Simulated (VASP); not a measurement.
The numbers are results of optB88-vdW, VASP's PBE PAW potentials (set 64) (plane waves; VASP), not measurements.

Input for VASP

KPOINTS:
```
Automatic mesh
0
Gamma
9 9 9
0 0 0
```

File POSCAR:
```
Ni3Si
1
    3.5432073861     0.0000000000     0.0000000000
    0.0000000000     3.5432073861     0.0000000000
    0.0000000000     0.0000000000     3.5432073861
Si Ni
1 3
Direct
  0.0000000000   0.0000000000   0.0000000000
  0.0000000000   0.5000000000   0.5000000000
  0.5000000000   0.0000000000   0.5000000000
  0.5000000000   0.5000000000   0.0000000000
```

### INCAR
```
SYSTEM = Ni3Si
PREC = Accurate; ENCUT = 520; LREAL = .FALSE.
LASPH = .TRUE.
EDIFF = 1E-7; NELM = 100; ALGO = Normal
LMAXMIX = 4
ISMEAR = 1; SIGMA = 0.1
GGA = BO; LUSE_VDW = .TRUE.; AGGAC = 0.0
PARAM1 = 0.1833333333; PARAM2 = 0.22
ISIF = 2
LWAVE = .FALSE.; LCHARG = .FALSE.
```

POTCAR, in this order: Si Ni (PBE.64 set). Program: vasp_std.

What VASP printed:

File OSZICAR:
```
       N       E                     dE             d eps       ncg     rms          rms(c)
DAV:   1     0.208043124360E+03    0.20804E+03   -0.15870E+04  1470   0.215E+03
DAV:   2    -0.555886320679E+01   -0.21360E+03   -0.20607E+03  1470   0.370E+02
DAV:   3    -0.164535996716E+02   -0.10895E+02   -0.10490E+02  1623   0.110E+02
DAV:   4    -0.167089134170E+02   -0.25531E+00   -0.25338E+00  1696   0.149E+01
DAV:   5    -0.167193073632E+02   -0.10394E-01   -0.10374E-01  1740   0.275E+00    0.173E+01
DAV:   6    -0.168708731767E+02   -0.15157E+00   -0.46150E+01  1681   0.111E+02    0.159E+01
DAV:   7    -0.137703459585E+02    0.31005E+01   -0.13954E+01  1656   0.625E+01    0.357E+00
DAV:   8    -0.137379001838E+02    0.32446E-01   -0.59964E-01  1533   0.583E+00    0.132E+00
DAV:   9    -0.137237451491E+02    0.14155E-01   -0.29456E-02  2008   0.245E+00    0.487E-01
DAV:  10    -0.137217774864E+02    0.19677E-02   -0.32632E-03  2001   0.442E-01    0.191E-01
DAV:  11    -0.137215407730E+02    0.23671E-03   -0.74258E-04  2199   0.305E-01    0.585E-02
DAV:  12    -0.137215232805E+02    0.17492E-04   -0.11543E-04  1613   0.130E-01    0.136E-02
DAV:  13    -0.137215228647E+02    0.41577E-06   -0.95015E-06  1713   0.212E-02    0.738E-03
DAV:  14    -0.137215223816E+02    0.48311E-06   -0.52050E-07  1611   0.749E-03    0.317E-03
DAV:  15    -0.137215223301E+02    0.51538E-07   -0.13915E-07   895   0.559E-03
   1 F= -.13721522E+02 E0= -.13721639E+02  d E =0.350696E-03
```

### OUTCAR
```
------------------------ aborting loop because EDIFF is reached ----------------------------------------
  FORCE on cell =-STRESS in cart. coord.  units (eV):
  Direction    XX          YY          ZZ          XY          YZ          ZX
  --------------------------------------------------------------------------------------
  Total       -1.5992937     -1.5992937     -1.5992937      0.0000000      0.0000000      0.0000000
  in kB      -57.6035291    -57.6035291    -57.6035291      0.0000000      0.0000000      0.0000000
  external PRESSURE =     -57.6035291 kB  Pullay stress =       0.0000000 kB
  volume of cell :       44.48
      direct lattice vectors                 reciprocal lattice vectors
     3.543207386  0.000000000  0.000000000     0.282230164  0.000000000  0.000000000
     0.000000000  3.543207386  0.000000000     0.000000000  0.282230164  0.000000000
     0.000000000  0.000000000  3.543207386     0.000000000  0.000000000  0.282230164
 POSITION                                       TOTAL-FORCE (eV/Angst)
 -----------------------------------------------------------------------------------
      0.00000      0.00000      0.00000         0.000000      0.000000      0.000000
      0.00000      1.77160      1.77160         0.000000      0.000000      0.000000
      1.77160      0.00000      1.77160         0.000000      0.000000      0.000000
      1.77160      1.77160      0.00000         0.000000      0.000000      0.000000
 -----------------------------------------------------------------------------------
    total drift:                                0.000000      0.000000      0.000000
  FREE ENERGIE OF THE ION-ELECTRON SYSTEM (eV)
  ---------------------------------------------------
  free  energy   TOTEN  =       -13.7215223301 eV

  energy  without entropy=      -13.7218730265  energy(sigma->0) =      -13.72163923
```
(Selected blocks of OUTCAR.)

The compound is Ni3Si in the L1_2 structure. This cell is one point of a volume scan, at 1.03 of the reference volume. The run is not spin-polarised, so no magnetic state was tried.
